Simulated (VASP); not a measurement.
All values below come from PBE GGA, VASP's PBE PAW potentials (set 64) (plane waves; VASP).

The input files of a VASP run:

**POSCAR**
```
Hf2Zr
9.5560320
 -0.2042865700   0.2042865700   0.5000000000
  0.2042865700  -0.2042865700   0.5000000000
  0.2042865700   0.2042865700  -0.5000000000
Zr Hf
1 2
Direct
  0.0010900000  -0.0005210000  -0.0048640000
  0.3358050000   0.3393490000   0.0099260000
  0.6631040000   0.6611710000  -0.0050630000
```

**INCAR**
```
! general
SYSTEM  = Hf2Zr
PREC    = Accurate
ENCUT   = 300   ! plane-wave cut-off (eV)
LREAL   = .FALSE.   ! projection in real space or not
LASPH   = .TRUE.   ! aspherical one-centre terms

! electronic loop
EDIFF   = 1E-6   ! SCF stop (eV)
NELM    = 100   ! most electronic steps
ALGO    = Normal
LMAXMIX = 6   ! l cut-off of mixed one-centre charges

! smearing
ISMEAR  = 0
SIGMA   = 0.05   ! width (eV)

! functional
GGA     = PE

! ions
ISIF    = 2   ! forces and stress, cell fixed

! output
LWAVE   = .FALSE.
LCHARG  = .FALSE.
```

**KPOINTS**
```
Automatic
0
G
  7 7 7
0 0 0
```

POTCAR, in this order: Zr_sv Hf_pv (PBE.64 set). Program: vasp_std.

The resulting files:

OSZICAR:
```
       N       E                     dE             d eps       ncg     rms          rms(c)
DAV:   1     0.126573571713E+03    0.12657E+03   -0.13475E+04  7264   0.104E+03
DAV:   2    -0.196254451211E+02   -0.14620E+03   -0.14100E+03  7620   0.292E+02
DAV:   3    -0.287155135206E+02   -0.90901E+01   -0.83998E+01 12436   0.474E+01
DAV:   4    -0.289673358710E+02   -0.25182E+00   -0.24352E+00  9008   0.696E+00
DAV:   5    -0.289743189828E+02   -0.69831E-02   -0.69705E-02 10348   0.107E+00    0.575E+01
DAV:   6    -0.281061958782E+02    0.86812E+00   -0.10542E+00  7444   0.727E+00    0.334E+01
DAV:   7    -0.278787733678E+02    0.22742E+00   -0.14057E+00  8060   0.779E+00    0.279E+00
DAV:   8    -0.278609106538E+02    0.17863E-01   -0.11019E-01  8496   0.239E+00    0.964E-01
DAV:   9    -0.278600332006E+02    0.87745E-03   -0.12630E-02  9952   0.870E-01    0.223E-01
DAV:  10    -0.278599502934E+02    0.82907E-04   -0.13976E-03  9120   0.253E-01    0.127E-01
DAV:  11    -0.278599428717E+02    0.74217E-05   -0.14575E-04  9524   0.740E-02    0.493E-02
DAV:  12    -0.278599405375E+02    0.23342E-05   -0.33079E-05  9720   0.407E-02    0.368E-02
DAV:  13    -0.278599417092E+02   -0.11718E-05   -0.38668E-06  7444   0.157E-02    0.399E-03
DAV:  14    -0.278599416662E+02    0.43033E-07   -0.36695E-07  5104   0.452E-03
   1 F= -.27859942E+02 E0= -.27855947E+02  d E =-.798852E-02
```

File OUTCAR:
```
------------------------ aborting loop because EDIFF is reached ----------------------------------------
  FORCE on cell =-STRESS in cart. coord.  units (eV):
  Direction    XX          YY          ZZ          XY          YZ          ZX
  --------------------------------------------------------------------------------------
  Total       -3.5001569     -3.4886368     -2.3183994     -0.0026927     -0.0054020     -0.0094738
  in kB      -76.9937858    -76.7403758    -50.9983858     -0.0592322     -0.1188285     -0.2083969
  external PRESSURE =     -68.2441825 kB  Pullay stress =       0.0000000 kB
  volume of cell :       72.84
      direct lattice vectors                 reciprocal lattice vectors
    -1.952169000  1.952169000  4.778016000     0.000000000  0.256125366  0.104645945
     1.952169000 -1.952169000  4.778016000     0.256125366  0.000000000  0.104645945
     1.952169000  1.952169000 -4.778016000     0.256125366  0.256125366  0.000000000
 POSITION                                       TOTAL-FORCE (eV/Angst)
 -----------------------------------------------------------------------------------
      3.89170     -0.00635      0.02596         0.048392      0.027100     -0.117247
      0.02630      0.01246      3.17847        -0.124261     -0.062201     -0.001741
      1.93851      1.94606      1.57358         0.075869      0.035101      0.118989
 -----------------------------------------------------------------------------------
    total drift:                                0.000159      0.000034     -0.000179
  FREE ENERGIE OF THE ION-ELECTRON SYSTEM (eV)
  ---------------------------------------------------
  free  energy   TOTEN  =       -27.8599416662 eV

  energy  without entropy=      -27.8519531468  energy(sigma->0) =      -27.85594741
```
(Selected blocks of OUTCAR.)

At this cut-off the stress carries a Pulay error, which pulls relaxed volumes low.

The structure was generated: Hf2Zr was put into an ordered model structure, which need not be its known phase. The cell was not relaxed at this level, atoms are displaced from their ideal sites. The k-mesh is coarse (spacing up to 0.33 per Å, 2π included), so the numbers may not be converged in it.
